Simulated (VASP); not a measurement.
## Band edges against the vacuum: BP(110)

Aim: ionisation energy and electron affinity of BP(110), from a slab and a bulk run lined up through core potentials.

Main program and level: VASP 6.6.1; r2SCAN; plane waves and PAW (B, P).

This is a report of a sequence of runs, with most program output left out.

### Step 1. Set-up

The structure is cubic, space group F-43m (No. 216). Conventional cell: a = 4.540 Å, b = 4.540 Å, c = 4.540 Å, α = 90.00°, β = 90.00°, γ = 90.00°. Nearest to B lie 4 P at 1.97 Å. Nearest to P lie 4 B at 1.97 Å. Farther neighbours are not listed.

### Step 2. Relaxing the bulk crystal

The later steps need the crystal at this functional's own lattice; a raised cutoff keeps the stress reliable while the cell changes.

The input, INCAR:

```
SYSTEM = BP
PREC = Accurate
ENCUT = 420
EDIFF = 1E-06
NELM = 120
ISMEAR = 0
SIGMA = 0.03
LREAL = .FALSE.
ALGO = Normal
METAGGA = R2SCAN
LASPH = .TRUE.
NBANDS = 10
LORBIT = 11
LWAVE = .FALSE.
LCHARG = .FALSE.
KPAR = 4
IBRION = 2
NSW = 40
ISIF = 3
EDIFFG = -0.02
POTIM = 0.4
```

The input, POSCAR:

```
BP
1.0
    0.0000000000      2.2700000000      2.2700000000
    2.2700000000      0.0000000000      2.2700000000
    2.2700000000      2.2700000000      0.0000000000
B P
1 1
Direct
    0.0000000000      0.0000000000      0.0000000000
    0.2500000000      0.2500000000      0.2500000000
```

The input, KPOINTS:

```
Automatic mesh
0
Gamma
7 7 7
0 0 0
```

Potentials, in the order of the species: B and P (PBE family, release 64).

On the command line:

```
mpirun -np 4 vasp_std
```

It took 9.6 s on 4 MPI ranks of AMD EPYC 9R45, shared host; peak memory 0.45 GiB; 36 s of CPU time.

The PAW data sets were made with PBE, which is usual practice but a small mismatch for other functionals. The run keeps the 24 symmetry operations of its start, so it cannot find a distortion of lower symmetry.

The steps of the relaxation:

```
step  energy less that of the first step (eV)  largest force (eV/Å)  pressure (GPa)  volume (Å³)
   1                                   0.0000                0.0000           -0.78        23.39
   2                                  -0.0002                0.0000            0.30        23.24
   3                                  -0.0003                0.0000            0.02        23.28
```

| conventional cell, symmetrised | before | after | change |
| --- | --- | --- | --- |
| a (Å) | 4.540 | 4.533 | -0.2 % |
| b (Å) | 4.540 | 4.533 | -0.2 % |
| c (Å) | 4.540 | 4.533 | -0.2 % |
| volume (Å³/atom) | 11.70 | 11.64 | -0.5 % |

The relaxed structure:

```xyz
2
Lattice="0.0000 2.2664 2.2664 2.2664 0.0000 2.2664 2.2664 2.2664 0.0000" Properties=species:S:1:pos:R:3 pbc="T T T"
B     0.0000    0.0000    0.0000
P     1.1332    1.1332    1.1332
```

Numbers from this step:

```
electronic cycles   : 19
electrons           : 8
free energy (TOTEN) : -17.30 eV
Fermi energy        : 7.595 eV
```

The run ended after 3 ionic steps, 0.000 eV below its first step, once forces and stress met EDIFFG = -0.02.

### Step 3. Band edges of the bulk

A static bulk run at the slab's cutoff gives the band edges and the core potentials that tie them to the slab.

The input, INCAR:

```
SYSTEM = BP
PREC = Normal
ENCUT = 360
EDIFF = 1E-06
NELM = 120
ISMEAR = 0
SIGMA = 0.03
LREAL = .FALSE.
ALGO = Normal
METAGGA = R2SCAN
LASPH = .TRUE.
NBANDS = 10
LORBIT = 11
LWAVE = .FALSE.
LCHARG = .FALSE.
KPAR = 4
```

The input, POSCAR:

```
BP
1.0
    0.0000000000      2.2664037726      2.2664037726
    2.2664037726      0.0000000000      2.2664037726
    2.2664037726      2.2664037726      0.0000000000
B P
1 1
Direct
    0.0000000000      0.0000000000      0.0000000000
    0.2500000000      0.2500000000      0.2500000000
```

The input, KPOINTS:

```
Automatic mesh
0
Gamma
17 17 17
0 0 0
```

On the command line:

```
mpirun -np 4 vasp_std
```

The job ended after 8.4 s (4 MPI ranks; peak memory 0.43 GiB; 32 s of CPU time).

The gap is read on the k-mesh alone, so it is an upper bound where the band edges lie off the mesh.

Numbers from this step:

```
electronic cycles              : 11
free energy (TOTEN)            : -17.31 eV
Fermi energy                   : 7.563 eV
metallic                       : no
gap on the k-mesh              : 1.438 eV
least direct gap on the k-mesh : 3.645 eV
```

### Step 4. Relaxing the slab

System of this step: BP(110). The cell holds 18 atoms: 9 B and 9 P. Its edges and angles: a = 3.205 Å, b = 4.533 Å, c = 28.821 Å, α = 90.0°, β = 90.0°, γ = 90.0°. It derives from BP. 9 layers, cut at this functional's lattice. Vacuum lies along c.

All atoms relax at the fixed cell.

The input, INCAR:

```
SYSTEM = BP
PREC = Normal
ENCUT = 360
EDIFF = 1E-05
NELM = 120
ISMEAR = 0
SIGMA = 0.03
LREAL = Auto
ALGO = Normal
METAGGA = R2SCAN
LASPH = .TRUE.
NBANDS = 54
LORBIT = 11
LWAVE = .FALSE.
LCHARG = .FALSE.
KPAR = 4
IBRION = 2
NSW = 60
ISIF = 2
EDIFFG = -0.03
POTIM = 0.4
MAXMIX = 40
IDIPOL = 3
LDIPOL = .TRUE.
DIPOL = 0.5 0.5 0.5
```

The input, POSCAR:

```
BP
1.0
    3.2051789530      0.0000000000      0.0000000000
    0.0000000000      4.5328075452      0.0000000000
    0.0000000000      0.0000000000     28.8207158121
B P
9 9
Direct
    0.0000000000      0.0000000000      0.2775781200
    0.5000000000      0.5000000000      0.3331835900
    0.0000000000      0.0000000000      0.3887890600
    0.5000000000      0.5000000000      0.4443945300
    0.0000000000      0.0000000000      0.5000000000
    0.5000000000      0.5000000000      0.5556054700
    0.0000000000      0.0000000000      0.6112109400
    0.5000000000      0.5000000000      0.6668164100
    0.0000000000      0.0000000000      0.7224218800
    0.0000000000      0.7500000000      0.3331835900
    0.5000000000      0.2500000000      0.2775781200
    0.0000000000      0.7500000000      0.4443945300
    0.5000000000      0.2500000000      0.3887890600
    0.0000000000      0.7500000000      0.5556054700
    0.5000000000      0.2500000000      0.5000000000
    0.0000000000      0.7500000000      0.6668164100
    0.5000000000      0.2500000000      0.6112109400
    0.5000000000      0.2500000000      0.7224218800
```

The input, KPOINTS:

```
Automatic mesh
0
Gamma
8 5 1
0 0 0
```

On the command line:

```
mpirun -np 4 vasp_std
```

It took 13 min on 4 MPI ranks; peak memory 1.2 GiB; 52 min of CPU time.

The run keeps the 4 symmetry operations of its start, so it cannot find a distortion of lower symmetry.

Relaxation path:

```csv
step,energy less that of the first step (eV),largest force (eV/Å)
1,0.0000,3.3421
2,-1.0195,1.8690
3,-1.1916,1.1977
4,-1.5030,0.8216
5,-1.5519,1.2001
6,-1.6202,0.8350
7,-1.6403,0.3599
8,-1.6593,0.1969
9,-1.6595,0.2271
10,-1.6673,0.1013
11,-1.6683,0.1143
12,-1.6730,0.0981
13,-1.6763,0.1207
14,-1.6791,0.0804
15,-1.6797,0.0683
16,-1.6804,0.0321
17,-1.6804,0.0468
18,-1.6806,0.0282
```

The atoms that moved most (Å):

```csv
atom,dx,dy,dz,length
B1,0.000,0.223,0.329,0.398
B9,0.000,0.223,-0.329,0.398
P18,0.000,0.029,0.144,0.147
P11,0.000,0.029,-0.144,0.147
P10,0.000,-0.056,-0.016,0.058
P16,0.000,-0.056,0.016,0.058
B4,0.000,-0.038,-0.006,0.038
B6,0.000,-0.038,0.006,0.038
```

The relaxed structure:

```
B P
1.0
     3.20518    0.00000    0.00000
     0.00000    4.53281    0.00000
     0.00000    0.00000   28.82072
B P
9 9
Direct
  0.00000 0.04922 0.28900
  0.50000 0.49394 0.33243
  0.00000 0.99390 0.38884
  0.50000 0.49168 0.44419
  0.00000 0.99206 0.50000
  0.50000 0.49168 0.55581
  0.00000 0.99390 0.61116
  0.50000 0.49394 0.66757
  0.00000 0.04922 0.71100
  0.00000 0.73765 0.33264
  0.50000 0.25644 0.27257
  0.00000 0.74173 0.44427
  0.50000 0.24336 0.38822
  0.00000 0.74173 0.55573
  0.50000 0.24210 0.50000
  0.00000 0.73765 0.66736
  0.50000 0.24336 0.61178
  0.50000 0.25644 0.72743
```

Numbers from this step:

```
electronic cycles              : 140
electrons                      : 72
free energy (TOTEN)            : -151.9829 eV
Fermi energy                   : 0.9711 eV
dipole moment                  : 0, 0, 0 e·Å
gap on the k-mesh              : 0.6139 eV
least direct gap on the k-mesh : 1.643 eV
```

The run ended after 18 ionic steps, 1.681 eV below its first step, once the forces on the free atoms met EDIFFG = -0.03.

### Step 5. Vacuum level and density of states

A static run writes the electrostatic potential without exchange and correlation (LVHAR), which is flat in the vacuum and gives the level to count from. The dipole correction cancels the field that unlike faces would set up across the vacuum.

The input, INCAR:

```
SYSTEM = BP
PREC = Normal
ENCUT = 360
EDIFF = 1E-06
NELM = 120
ISMEAR = 0
SIGMA = 0.03
LREAL = Auto
ALGO = Normal
METAGGA = R2SCAN
LASPH = .TRUE.
NBANDS = 54
LORBIT = 11
LWAVE = .FALSE.
LCHARG = .TRUE.
KPAR = 4
IDIPOL = 3
LDIPOL = .TRUE.
DIPOL = 0.5 0.5 0.5
LVHAR = .TRUE.
LVACPOTAV = .TRUE.
NEDOS = 1500
```

The input, POSCAR:

```
BP
1.0
    3.2051789530      0.0000000000      0.0000000000
    0.0000000000      4.5328075452      0.0000000000
    0.0000000000      0.0000000000     28.8207158121
B P
9 9
Direct
    0.0000000000      0.0492205826      0.2890036137
    0.5000000000      0.4939419232      0.3324302631
    0.0000000000      0.9939037534      0.3888361712
    0.5000000000      0.4916762461      0.4441891675
    0.0000000000      0.9920646998      0.5000000000
    0.5000000000      0.4916762461      0.5558108325
    0.0000000000      0.9939037534      0.6111638288
    0.5000000000      0.4939419232      0.6675697369
    0.0000000000      0.0492205826      0.7109963863
    0.0000000000      0.7376483421      0.3326409516
    0.5000000000      0.2564434849      0.2725703151
    0.0000000000      0.7417266910      0.4442674497
    0.5000000000      0.2433577603      0.3882175176
    0.0000000000      0.7417266910      0.5557325503
    0.5000000000      0.2420977331      0.5000000000
    0.0000000000      0.7376483421      0.6673590484
    0.5000000000      0.2433577603      0.6117824824
    0.5000000000      0.2564434849      0.7274296849
```

KPOINTS is that of step 4.

The input, KPOINTS_OPT:

```
Line mode
14
Line-mode
Reciprocal
  0.00000000   0.00000000   0.00000000 GAMMA
  0.50000000   0.00000000   0.00000000 X

  0.50000000   0.00000000   0.00000000 X
  0.50000000   0.50000000   0.00000000 S

  0.50000000   0.50000000   0.00000000 S
  0.00000000   0.50000000   0.00000000 Y

  0.00000000   0.50000000   0.00000000 Y
  0.00000000   0.00000000   0.00000000 GAMMA

  0.00000000   0.00000000   0.00000000 GAMMA
  0.50000000   0.50000000   0.00000000 S
```

On the command line:

```
mpirun -np 4 vasp_std
```

Elapsed: 5.4 min, on 4 MPI ranks; peak memory 1.6 GiB; 21 min of CPU time.

Numbers from this step:

* electronic cycles: 26
* Fermi energy: 0.9553 eV
* least gap on mesh and path: 0.6137 eV
* least direct gap on mesh and path: 1.643 eV
* vacuum levels: 6.519, 6.519 eV
* ionisation potentials of the upper and lower face: 5.692, 5.692 eV
* electron affinities of the upper and lower face: 5.078, 5.078 eV

The electronic bands at the labelled points (eV, zero at the valence-band top; v1 is the highest filled band, c1 the lowest empty one):

| point | v4 | v3 | v2 | v1 | c1 | c2 | c3 | c4 |
| --- | --- | --- | --- | --- | --- | --- | --- | --- |
| Γ | -0.31 | -0.25 | -0.07 | 0.00 | 1.84 | 2.06 | 2.16 | 2.61 |
| 0.46 of the way | -2.20 | -1.59 | -1.17 | -0.86 | 1.96 | 2.12 | 2.46 | 2.73 |
| X | -2.74 | -2.49 | -1.20 | -1.03 | 0.61 | 0.67 | 1.77 | 2.05 |
| 0.54 of the way | -2.43 | -2.32 | -0.99 | -0.83 | 1.14 | 1.27 | 3.02 | 3.03 |
| S | -2.04 | -1.89 | -0.85 | -0.67 | 1.53 | 1.70 | 4.46 | 4.54 |
| 0.46 of the way | -1.81 | -1.77 | -0.78 | -0.74 | 1.80 | 1.90 | 4.23 | 4.28 |
| Y | -1.89 | -1.80 | -0.87 | -0.80 | 1.42 | 1.59 | 2.60 | 3.11 |
| 0.46 of the way | -1.29 | -1.28 | -0.52 | -0.41 | 1.61 | 1.88 | 2.27 | 2.83 |
| Γ | -0.31 | -0.25 | -0.07 | 0.00 | 1.84 | 2.06 | 2.16 | 2.61 |
| 0.46 of the way | -1.69 | -1.41 | -0.77 | -0.66 | 1.79 | 1.98 | 3.20 | 3.23 |
| S | -2.04 | -1.89 | -0.85 | -0.67 | 1.53 | 1.70 | 4.46 | 4.54 |

Of the projections kept (B, P), the largest for each band there; the rest of the weight can lie on other orbitals:

```
point      v4      v3      v2      v1      c1      c2      c3      c4
    Γ  B 0.53  P 0.63  B 0.54  P 0.60  B 0.62  B 0.74  B 0.62  B 0.82
    X  P 0.57  P 0.52  P 0.76  P 0.72  B 0.86  B 0.82  B 0.72  B 0.66
    S  P 0.53  P 0.54  P 0.76  P 0.74  B 0.91  B 0.91  B 0.60  B 0.57
    Y  P 0.53  P 0.51  P 0.72  P 0.72  B 0.86  B 0.89  B 0.50  B 0.58
    Γ  B 0.53  P 0.63  B 0.54  P 0.60  B 0.62  B 0.74  B 0.62  B 0.82
    S  P 0.53  P 0.54  P 0.76  P 0.74  B 0.91  B 0.91  B 0.60  B 0.57
```

The planar average of the electrostatic potential oscillates, so the rows of the table below give means over windows of 1.65 Å about each position, cut where the curve ends. Its maxima inside the range that stand out by 2 % of the span (Å: eV): 8.7: -3.65, 10.4: -2.47, 12.0: -2.53, 13.6: -2.49, 15.2: -2.49, 16.8: -2.53, 18.4: -2.47, 20.1: -3.65. Its minima: 7.9: -9.99, 9.6: -11.3, 11.2: -11.3, 12.8: -11.3, 14.4: -11.3, 16.1: -11.3, 17.6: -11.3, 19.2: -11.3, 20.9: -9.99.

Zero at the Fermi level. Table of planar average of the electrostatic potential by height; means over each step:

height (Å), planar average of the electrostatic potential (eV) and a bar from the least value:
```
     0.82        5.6 ##############################
     2.47        5.6 ##############################
     4.12        5.6 ##############################
     5.77        5.4 ##############################
     7.42       -3.0 ##########
     9.07       -7.5 
    10.72       -7.5 
    12.37       -7.5 
    14.02       -7.5 
    15.67       -7.5 
    17.32       -7.4 
    18.97       -7.5 
    20.62       -6.4 ###
    22.27        3.8 ##########################
    23.92        5.6 ##############################
    25.57        5.6 ##############################
    27.22        5.6 ##############################
```

Density of states in the PAW spheres, an atom over height of the layer and energy from the Fermi level.

Values in states/eV, 22 rows by 11 columns, each cell a mean:
```
0.000 0.035 0.002 0.001 0.002 0.001 0.002 0.001 0.002 0.035 0.000
0.007 0.004 0.005 0.006 0.007 0.008 0.007 0.006 0.005 0.004 0.007
0.115 0.078 0.061 0.054 0.038 0.034 0.038 0.054 0.061 0.078 0.115
0.519 0.192 0.124 0.066 0.050 0.045 0.050 0.066 0.124 0.192 0.519
0.518 0.186 0.123 0.101 0.099 0.103 0.099 0.101 0.123 0.186 0.518
0.219 0.115 0.106 0.140 0.169 0.160 0.169 0.140 0.106 0.115 0.219
0.234 0.147 0.149 0.177 0.158 0.205 0.158 0.177 0.149 0.147 0.234
0.295 0.175 0.206 0.237 0.249 0.222 0.249 0.237 0.206 0.175 0.295
0.337 0.230 0.252 0.290 0.283 0.271 0.283 0.290 0.252 0.230 0.337
0.327 0.236 0.257 0.297 0.280 0.328 0.280 0.297 0.257 0.236 0.327
0.234 0.214 0.282 0.233 0.249 0.217 0.249 0.233 0.282 0.214 0.234
0.216 0.204 0.248 0.264 0.290 0.251 0.290 0.264 0.248 0.204 0.216
0.176 0.169 0.261 0.311 0.296 0.291 0.296 0.311 0.261 0.169 0.176
0.219 0.265 0.299 0.258 0.234 0.243 0.234 0.258 0.299 0.265 0.219
0.134 0.144 0.181 0.199 0.179 0.216 0.179 0.199 0.181 0.144 0.134
0.133 0.175 0.220 0.207 0.235 0.213 0.235 0.207 0.220 0.175 0.133
0.106 0.132 0.144 0.131 0.156 0.161 0.156 0.131 0.144 0.132 0.106
0.165 0.191 0.233 0.199 0.220 0.239 0.220 0.199 0.233 0.191 0.165
0.058 0.071 0.080 0.085 0.083 0.092 0.083 0.085 0.080 0.071 0.058
0.068 0.088 0.053 0.062 0.053 0.029 0.053 0.062 0.053 0.088 0.068
0.144 0.210 0.185 0.137 0.123 0.119 0.123 0.137 0.185 0.210 0.144
0.138 0.196 0.220 0.188 0.125 0.111 0.125 0.188 0.220 0.196 0.138
```
Columns: height of the layer (Å) from 7.9 to 21 (not evenly spaced); rows upwards: energy from the Fermi level (eV) from -7.9 to 0.5.

Electrostatic potential energy in the cb plane at fractional x = 0.000, with atoms of B and P within 0.2 Å of it. With pseudopotentials it is smooth inside the atoms' cores, unlike the true potential.

Ten even steps from '0' (-60 eV) to '9' (7 eV), each cell a mean:
```
99999999999999999999985567778657587778666587
99999999999999999999998874115766773016766772
99999999999999999999999860002788850003888850
99999999999999999999999861003899860003899850
99999999999999999999999985236899985237899974
99999999999999999999999998888999998888999998
99999999999999999999999999999999999999999999
99999999999999999999999999999999999999999999
99999999999999999999999899999999999999999999
99999999999999999999986678999988899999988899
99999999999999999999975757999855689999755689
99999999999999999999866857898668589998578589
```
Columns run along c (16.0 Å, from fractional 0.00 to 0.56 of the cell; values clipped at the 3rd and 97th percentile), rows up along b (4.5 Å). Atoms in or near the plane, at fractional coordinates: B at (0.29, 0.05), B at (0.39, 0.99), B at (0.50, 0.99), P at (0.33, 0.74), P at (0.44, 0.74), P at (0.56, 0.74).

Valence density in the cb plane at fractional x = 0.000, with atoms of B and P within 0.2 Å of it. It is the smooth field of the valence electrons, not physical close to the nuclei.

Values in units of 1e-1 e/Å³, 7 rows by 16 columns, each cell a mean:
```
0.0 0.0 0.0 0.0 0.0 0.0 0.1 0.9 6.3 7.9 7.4 6.8 7.3 7.4 6.8 7.8
0.0 0.0 0.0 0.0 0.0 0.0 0.0 0.3 3.5 3.3 6.1 4.0 4.8 5.1 4.0 6.2
0.0 0.0 0.0 0.0 0.0 0.0 0.0 0.2 1.5 4.7 3.7 1.3 4.5 4.4 1.3 3.8
0.0 0.0 0.0 0.0 0.0 0.0 0.1 0.3 0.8 2.5 1.5 0.6 2.1 2.0 0.6 1.6
0.0 0.0 0.0 0.0 0.0 0.0 0.2 0.9 1.5 0.8 0.8 1.2 0.7 0.7 1.2 0.8
0.0 0.0 0.0 0.0 0.0 0.0 0.2 2.1 4.7 1.2 1.6 3.7 1.0 1.0 3.6 1.5
0.0 0.0 0.0 0.0 0.0 0.0 0.1 2.1 4.7 3.3 3.8 5.5 2.8 2.9 5.6 3.7
```
Columns run along c (16.0 Å, from fractional 0.00 to 0.56 of the cell), rows up along b (4.5 Å). Atoms in or near the plane, at fractional coordinates: B at (0.29, 0.05), B at (0.39, 0.99), B at (0.50, 0.99), P at (0.33, 0.74), P at (0.44, 0.74), P at (0.56, 0.74).

The map of layer states is cut here 0.5 eV above the Fermi level, so it leaves out the states above that.

The vacuum level lies 5.69 eV above the highest filled level at the upper face; both faces agree, as the slab has next to no dipole.

The program found no field-free point at its default tolerance, but its printed level agrees with the flat part of the planar average.

### Step 6. Lining up bulk and slab

This step: band edges against the vacuum, r2SCAN; plane waves and PAW (VASP 6.6.1).

Derived from the runs above.

This step gave:

- ionisation energy: 5.682 eV
- offset spread: 0.03370 eV
- bulk gap: 1.438 eV
- slab gap: 0.6137 eV
- electron affinity: 4.244 eV
- buckling: 0.4736 Å
- tilt: 26.76 degree
- surface energy, relaxed: 2.096 J/m²

The averaged core potentials of the four middle atoms lie -6.593 eV from those of the bulk run. The bulk valence top (7.431 eV), moved by that offset, is taken from the upper vacuum level (6.519 eV).

### Step 7. What came out

* ionisation energy: 5.68 eV
* electron affinity: 4.24 eV
* buckling: 0.474 Å
* surface energy, relaxed: 2.10 J/m²

The bulk valence-band top lies 5.68 eV below the vacuum of BP(110), and the conduction-band bottom 4.24 eV. The top layer buckles by 0.47 Å, a tilt of 27°, with P outermost, as the anion takes the dangling-bond electrons and the cation flattens towards sp². The surface costs 2.10 J/m². The slab's least gap is 0.61 eV, against 1.44 eV in the bulk. Confinement widens it, surface states can narrow it, and the two gaps need not lie at the same wave vector; the faces' own affinities count to the slab's lowest empty state. The offsets of the four middle atoms spread by 0.03 eV; a shift common to all four would not show in it. The bulk edges are read on a mesh, so a band minimum between its points makes the gap too large and the affinity too small. One thickness was run. Semilocal band edges put the valence top too high and the gap too small.

[Lines on the potential files, build, host, timing and source positions are cut from VASP's logs without a mark.]

[Logs are printed without paths, hosts, clocks, repeated set-up lines and the standing remarks that a program may print on its own settings, such as how far it seeks lower states.]

[Hosts, paths, dates, database ids (printed as entryN), source tags and the programs' standing remarks are cut or masked in the printed files.]

[Runs that stopped without an error message from VASP are left out.]
